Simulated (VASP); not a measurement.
Level of theory: G0W0 on PBE orbitals, VASP's PBE PAW potentials (set 64) (plane waves; VASP).

Input for VASP

File KPOINTS:
```
kpoints
0
G
  4 4 4
0 0 0
```

### INCAR
```
LWAVE=.False.
LASPH=.True.
ISMEAR=0
NBANDSGW=21
LSPECTRALGW=.True.
SIGMA=0.01   ! width (eV)
LCHARG=.False.
GGA=PE
SYSTEM=CdTe
ENCUT=500   ! plane-wave cut-off (eV)
NBANDS=160
ALGO=EVGW0
PREC=Normal
LREAL=.False.
NELMGW=1
ENCUTGW=200
NOMEGA=64
```

POSCAR:
```
CdTe
1
    0.0000000000     3.2400000000     3.2400000000
    3.2400000000     0.0000000000     3.2400000000
    3.2400000000     3.2400000000     0.0000000000
Cd Te
1 1
Direct
  0.0000000000   0.0000000000   0.0000000000
  0.2500000000   0.2500000000   0.2500000000
```

POTCAR, in this order: Cd_sv_GW Te_GW (PBE.64 set). Program: vasp_std. Read from the step before: WAVECAR, WAVEDER.

The resulting files:

OUTCAR:
```
 ion  position               nearest neighbor table
   1  0.000  0.000  0.000-   2 2.81   2 2.81   2 2.81   2 2.81
   2  0.250  0.250  0.250-   1 2.81   1 2.81   1 2.81   1 2.81
  LATTYP: Found a face centered cubic cell.
 ALAT       =     6.4800000000
 Subroutine PRICEL returns:
 Original cell was already a primitive cell.
 Subroutine GETGRP returns: Found 24 space group operations
The static configuration has the point symmetry T_d .
The dynamic configuration has the point symmetry T_d .
 Subroutine INISYM returns: Found 24 space group operations
 Subroutine IBZKPT returns following result:
 Found      8 irreducible k-points:

 Following reciprocal coordinates:
            Coordinates               Weight
  0.000000  0.000000  0.000000      1.000000
  0.250000  0.000000  0.000000      8.000000
  0.500000  0.000000  0.000000      4.000000
  0.250000  0.250000  0.000000      6.000000
  0.500000  0.250000  0.000000     24.000000
 -0.250000  0.250000  0.000000     12.000000
  0.500000  0.500000  0.000000      3.000000
 -0.250000  0.500000  0.250000      6.000000
 Subroutine IBZKPT_HF returns following result:
   k-points           NKPTS =      8   k-points in BZ     NKDIM =     64   number of bands    NBANDS=    160
   number of dos      NEDOS =    301   number of ions     NIONS =      2
   total plane-waves  NPLWV =  21952
   dimension x,y,z NGX =    28 NGY =   28 NGZ =   28
   dimension x,y,z NGXF=    56 NGYF=   56 NGZF=   56
   ions per type =               1   1
   PREC   = normal    normal or accurate (medium, high low for compatibility)
   ISTART =      1    job   : 0-new  1-cont  2-samecut
   ICHARG =      0    charge: 1-file 2-atom 10-const
   ISPIN  =      1    spin polarized calculation?
   LNONCOLLINEAR =      F non collinear calculations
   LSORBIT =      F    spin-orbit coupling
   INIWAV =      1    electr: 0-lowe 1-rand  2-diag
   ENCUT  =  500.0 eV  36.75 Ry    6.06 a.u.   8.35  8.35  8.35*2*pi/ulx,y,z
   NELM   =     60;   NELMIN=  2; NELMDL=  0     # of ELM steps
   EDIFF  = 0.1E-03   stopping-criterion for ELM
   LREAL  =      F    real-space projection
   NLSPLINE    = F    spline interpolate recip. space projectors
   LMAXMIX     =    2 max onsite mixed and CHGCAR
   VOSKOWN=      0    Vosko Wilk Nusair interpolation
   EDIFFG = 0.1E-02   stopping-criterion for IOM
   NSW    =      0    number of steps for IOM
   NBLOCK =      1;   KBLOCK =      1    inner block; outer block
   IBRION =     -1    ionic relax: 0-MD 1-quasi-New 2-CG
   NFREE  =      0    steps in history (QN), initial steepest desc. (CG)
   ISIF   =      0    stress and relaxation
   ISYM   =      3    0-nonsym 1-usesym 2-fastsym
   TEIN   =    0.0    initial temperature
   TEBEG  =    0.0;   TEEND  =   0.0 temperature during run
   SMASS  =  -3.00    Nose mass-parameter (am)
   PSTRESS=    0.0 pullay stress
   NELECT =      26.0000    total number of electrons
   EFERMI =   0.00;   METHOD = LEGACY
   ISMEAR =     0;   SIGMA  =   0.01  broadening in eV -4-tet -1-fermi 0-gaus
   IALGO  =     38    algorithm
   LDIAG  =      T    sub-space diagonalisation (order eigenvalues)
   IMIX   =      4    mixing-type and parameters
     AMIX     =   0.40;   BMIX     =  1.00
     AMIX_MAG =   1.60;   BMIX_MAG =  1.00
     AMIN     =   0.10
   GGA     = PE    functional components
   VOSKOWN =     0    Vosko Wilk Nusair interpolation
   LHFCALC =     T    Hartree Fock is set to
   NKREDX  =     1    reduce k-point grid by
   AEXX    =    1.0000 exact exchange contribution
   HFSCREEN=    0.0000 screening length (either q_TF or 0.3 A-1)
   HFRCUT  =    0.0000 spherical cutoff for potential kernel
   AGGAX   =    0.0000 GGA exchange part
   ALDAC   =    0.0000 LDA correlation
   AGGAC   =    0.0000 GGA correlation
...
```

OSZICAR:
```
energies w=
    0.000    0.000    1.091    0.000    2.179    0.000    3.262    0.000
    4.339    0.000    5.408    0.000    6.466    0.000    7.513    0.000
    8.548    0.000    9.569    0.000   10.577    0.000   11.571    0.000
   12.553    0.000   13.521    0.000   14.477    0.000   15.422    0.000
   16.357    0.000   17.283    0.000   18.201    0.000   19.114    0.000
   20.021    0.000   20.926    0.000   21.830    0.000   22.735    0.000
   23.642    0.000   24.555    0.000   25.474    0.000   26.403    0.000
   27.343    0.000   28.298    0.000   29.271    0.000   30.264    0.000
   31.281    0.000   32.325    0.000   33.401    0.000   34.513    0.000
   35.666    0.000   36.866    0.000   38.119    0.000   39.431    0.000
   40.812    0.000   42.270    0.000   43.816    0.000   45.462    0.000
   47.224    0.000   49.117    0.000   51.163    0.000   53.385    0.000
   55.813    0.000   58.481    0.000   61.434    0.000   64.724    0.000
   68.419    0.000   72.604    0.000   77.391    0.000   82.923    0.000
   89.395    0.000   97.072    0.000  106.327    0.000  117.701    0.000
  132.009    0.000  150.544    0.000  175.475    0.000  210.752    0.000
NQ=   1    0.0000    0.0000    0.0000,
 performed        298000 updates of chi_q(r,r)
NQ=   2    0.2500    0.0000    0.0000,
 performed        784000 updates of chi_q(r,r)
NQ=   3    0.5000    0.0000    0.0000,
 performed       1216000 updates of chi_q(r,r)
NQ=   4    0.2500    0.2500    0.0000,
 performed       1702000 updates of chi_q(r,r)
NQ=   5    0.5000    0.2500    0.0000,
 performed       2336000 updates of chi_q(r,r)
NQ=   6   -0.2500    0.2500    0.0000,
 performed       2916000 updates of chi_q(r,r)
NQ=   7    0.5000    0.5000    0.0000,
 performed       3308000 updates of chi_q(r,r)
NQ=   8   -0.2500    0.5000    0.2500,
 performed       3781000 updates of chi_q(r,r)
 resolving degeneracies of screened two electron integrals
```

OUTCAR:
```


 k-point   1 :       0.0000    0.0000    0.0000
  band No.  KS-energies  QP-energies   sigma(KS)   V_xc(KS)     V^pw_x(r,r')   Z            occupation Imag(sigma)

      1     -98.6674    -102.9712     -38.6991     -32.0257     -55.4534       0.6449       2.0000       3.5517
      2     -59.7302     -62.7224     -35.3484     -31.0007     -48.9851       0.6882       2.0000       3.8446
      3     -59.7302     -62.7224     -35.3484     -31.0007     -48.9851       0.6882       2.0000       3.8446
      4     -59.7302     -62.7224     -35.3484     -31.0007     -48.9851       0.6882       2.0000       3.8446
      5      -7.6659      -8.5868     -12.3257     -11.0574     -17.3988       0.7261       2.0000       1.6580
      6      -4.8117      -6.2138     -26.4326     -24.4973     -32.2248       0.7245       2.0000       0.7776
      7      -4.8117      -6.2138     -26.4326     -24.4973     -32.2248       0.7245       2.0000       0.7776
      8      -4.8117      -6.2138     -26.4326     -24.4973     -32.2248       0.7245       2.0000       0.7776
      9      -4.5526      -5.9650     -27.2283     -25.2901     -33.0130       0.7287       2.0000       0.7132
     10      -4.5526      -5.9650     -27.2283     -25.2901     -33.0130       0.7287       2.0000       0.7132
     11       3.5034       2.8529     -13.1229     -12.2895     -14.3214       0.7805       2.0000       0.2961
     12       3.5034       2.8529     -13.1229     -12.2895     -14.3214       0.7805       2.0000       0.2961
     13       3.5034       2.8529     -13.1229     -12.2895     -14.3214       0.7805       2.0000       0.2961
     14       4.2589       4.6736     -10.0116     -10.5275      -6.5999       0.8037       0.0000      -0.2944
     15       8.1014       8.4562      -9.1121      -9.5580      -5.3190       0.7955       0.0000      -0.4217
     16       8.1014       8.4562      -9.1121      -9.5580      -5.3190       0.7955       0.0000      -0.4217
     17       8.1014       8.4562      -9.1121      -9.5580      -5.3190       0.7955       0.0000      -0.4217
     18      10.9536      11.2291      -7.7290      -8.0722      -3.1671       0.8027       0.0000      -0.6283
     19      12.9551      13.4262      -9.1206      -9.7120      -4.7526       0.7966       0.0000      -0.6476
     20      12.9551      13.4262      -9.1206      -9.7120      -4.7526       0.7966       0.0000      -0.6476
     21      13.5659      13.8045      -6.8334      -7.1301      -2.2906       0.8041       0.0000      -0.7457

 k-point   2 :       0.2500    0.0000    0.0000
  band No.  KS-energies  QP-energies   sigma(KS)   V_xc(KS)     V^pw_x(r,r')   Z            occupation Imag(sigma)

      1     -98.6672    -103.0038     -38.6991     -32.0256     -55.4532       0.6498       2.0000       3.5516
      2     -59.7298     -62.7441     -35.3484     -31.0006     -48.9844       0.6933       2.0000       3.8439
      3     -59.7298     -62.7441     -35.3484     -31.0006     -48.9844       0.6933       2.0000       3.8439
      4     -59.7298     -62.7441     -35.3484     -31.0006     -48.9844       0.6933       2.0000       3.8439
      5      -7.4653      -8.3823     -12.9740     -11.7134     -18.0259       0.7274       2.0000       1.5858
      6      -4.7758      -6.1791     -26.5544     -24.6196     -32.3512       0.7253       2.0000       0.7721
      7      -4.7758      -6.1791     -26.5544     -24.6196     -32.3512       0.7253       2.0000       0.7721
      8      -4.6111      -5.9993     -25.8970     -24.0025     -31.5730       0.7327       2.0000       0.7880
      9      -4.5528      -5.9633     -27.2249     -25.2878     -33.0131       0.7281       2.0000       0.7149
     10      -4.5528      -5.9633     -27.2249     -25.2878     -33.0131       0.7281       2.0000       0.7149
     11       0.7700      -0.0106     -12.3848     -11.3783     -14.0742       0.7756       2.0000       0.4559
     12       3.0736       2.3827     -12.7514     -11.8662     -14.0188       0.7805       2.0000       0.3168
     13       3.0736       2.3827     -12.7514     -11.8662     -14.0188       0.7805       2.0000       0.3168
     14       5.4791       5.8597      -9.8702     -10.3475      -6.3773       0.7974       0.0000      -0.3269
     15       8.6533       9.0315      -9.1642      -9.6401      -5.2572       0.7946       0.0000      -0.4542
     16       8.6533       9.0315      -9.1642      -9.6401      -5.2572       0.7946       0.0000      -0.4542
     17       8.8612       9.1786      -8.9599      -9.3586      -5.0119       0.7963       0.0000      -0.4790
     18      11.7797      11.9333      -6.8612      -7.0522      -2.4383       0.8044       0.0000      -0.6438
     19      11.9822      12.3109      -8.3103      -8.7210      -4.0645       0.8001       0.0000      -0.6069
     20      11.9822      12.3109      -8.3103      -8.7210      -4.0645       0.8001       0.0000      -0.6069
     21      14.3910      14.8212      -8.2283      -8.7639      -3.3869       0.8031       0.0000      -0.8363

 k-point   3 :       0.5000    0.0000    0.0000
  band No.  KS-energies  QP-energies   sigma(KS)   V_xc(KS)     V^pw_x(r,r')   Z            occupation Imag(sigma)

      1     -98.6671    -103.0356     -38.6991     -32.0256     -55.4532       0.6546       2.0000       3.5516
      2     -59.7297     -62.7695     -35.3485     -31.0005     -48.9839       0.6991       2.0000       3.8433
      3     -59.7297     -62.7695     -35.3485     -31.0005     -48.9839       0.6991       2.0000       3.8433
      4     -59.7297     -62.7695     -35.3485     -31.0005     -48.9839       0.6991       2.0000       3.8433
      5      -7.2683      -8.1913     -13.9432     -12.6747     -19.0069       0.7277       2.0000       1.4975
      6      -4.7480      -6.1517     -26.6373     -24.7019     -32.4332       0.7253       2.0000       0.7662
      7      -4.7480      -6.1517     -26.6373     -24.7019     -32.4332       0.7253       2.0000       0.7662
      8      -4.5431      -5.9546     -27.2742     -25.3393     -33.0726       0.7295       2.0000       0.7168
      9      -4.5431      -5.9546     -27.2742     -25.3393     -33.0726       0.7295       2.0000       0.7168
     10      -4.1951      -5.5171     -25.8736     -24.0701     -31.4378       0.7330       2.0000       0.7710
     11      -0.9323      -1.9111     -11.3442     -10.0734     -13.6383       0.7703       2.0000       0.6711
     12       2.7264       1.9990     -12.4895     -11.5561     -13.8447       0.7793       2.0000       0.3392
     13       2.7264       1.9990     -12.4895     -11.5561     -13.8447       0.7793       2.0000       0.3392
     14       5.3072       5.6674      -9.7544     -10.2037      -6.2815       0.8018       0.0000      -0.3238
     15       8.6928       9.0269      -8.9010      -9.3205      -5.0482       0.7962       0.0000      -0.4529
     16       8.6928       9.0269      -8.9010      -9.3205      -5.0482       0.7962       0.0000      -0.4529
     17      10.5606      10.6790      -7.2737      -7.4216      -3.0235       0.7999       0.0000      -0.6046
     18      12.1358      12.4909      -8.0904      -8.5342      -3.4225       0.8001       0.0000      -0.7244
     19      13.8350      14.3337      -8.5024      -9.1270      -3.7391       0.7985       0.0000      -0.7755
     20      13.8350      14.3337      -8.5024      -9.1270      -3.7391       0.7985       0.0000      -0.7755
     21      14.9318      15.6145      -8.9875      -9.8326      -4.0522       0.8078       0.0000      -0.9069

 k-point   4 :       0.2500    0.2500    0.0000
  band No.  KS-energies  QP-energies   sigma(KS)   V_xc(KS)     V^pw_x(r,r')   Z            occupation Imag(sigma)

      1     -98.6671    -103.0419     -38.6990     -32.0255     -55.4531       0.6555       2.0000       3.5516
      2     -59.7296     -62.7739     -35.3484     -31.0005     -48.9841       0.7002       2.0000       3.8436
      3     -59.7296     -62.7739     -35.3484     -31.0005     -48.9841       0.7002       2.0000       3.8436
      4     -59.7296     -62.7739     -35.3484     -31.0005     -48.9841       0.7002       2.0000       3.8436
      5      -7.4004      -8.3171     -13.2202     -11.9604     -18.2694       0.7277       2.0000       1.5615
      6      -4.7338      -6.1384     -26.7092     -24.7752     -32.5146       0.7263       2.0000       0.7665
      7      -4.7338      -6.1384     -26.7092     -24.7752     -32.5146       0.7263       2.0000       0.7665
      8      -4.6517      -6.0469     -26.0875     -24.1718     -31.7798       0.7283       2.0000       0.7693
      9      -4.5370      -5.9493     -27.2808     -25.3451     -33.0743       0.7296       2.0000       0.7135
     10      -4.5218      -5.9156     -26.5008     -24.5987     -32.2087       0.7328       2.0000       0.7495
     11       0.8283       0.0936     -12.8985     -11.9516     -14.5404       0.7758       2.0000       0.4420
     12       2.4144       1.6655     -12.2144     -11.2509     -13.6102       0.7773       2.0000       0.3538
     13       2.4144       1.6655     -12.2144     -11.2509     -13.6102       0.7773       2.0000       0.3538
     14       6.4321       6.8219     -10.2559     -10.7467      -6.6405       0.7943       0.0000      -0.3623
     15       6.8301       7.0389      -8.3103      -8.5701      -4.7886       0.8041       0.0000      -0.3759
     16       9.9768      10.4314      -9.4828     -10.0567      -5.2745       0.7921       0.0000      -0.5444
     17       9.9768      10.4314      -9.4828     -10.0567      -5.2745       0.7921       0.0000      -0.5444
     18      10.3195      10.5403      -7.9426      -8.2177      -3.9485       0.8026       0.0000      -0.5258
     19      13.4736      13.9621      -8.8355      -9.4486      -4.3262       0.7966       0.0000      -0.6882
     20      14.1554      14.6224      -8.4409      -9.0220      -3.5446       0.8037       0.0000      -0.8314
     21      15.2474      15.5564      -7.0776      -7.4598      -2.3616       0.8085       0.0000      -0.8460

 k-point   5 :       0.5000    0.2500    0.0000
  band No.  KS-energies  QP-energies   sigma(KS)   V_xc(KS)     V^pw_x(r,r')   Z            occupation Imag(sigma)

      1     -98.6672    -103.0306     -38.6991     -32.0256     -55.4532       0.6538       2.0000       3.5516
      2     -59.7297     -62.7658     -35.3485     -31.0005     -48.9838       0.6983       2.0000       3.8431
      3     -59.7297     -62.7658     -35.3485     -31.0005     -48.9838       0.6983       2.0000       3.8431
      4     -59.7297     -62.7658     -35.3485     -31.0005     -48.9838       0.6983       2.0000       3.8431
      5      -7.2087      -8.1363     -14.2400     -12.9685     -19.3119       0.7295       2.0000       1.4737
...
```
(Selected blocks of OUTCAR.)

The mesh is coarse and the basis finite, so the quasiparticle values are not converged. VASP warned that its frequency grid is unfit for quasiparticle energies.

The compound is CdTe in the zinc blende structure. The cell was not relaxed at this level.
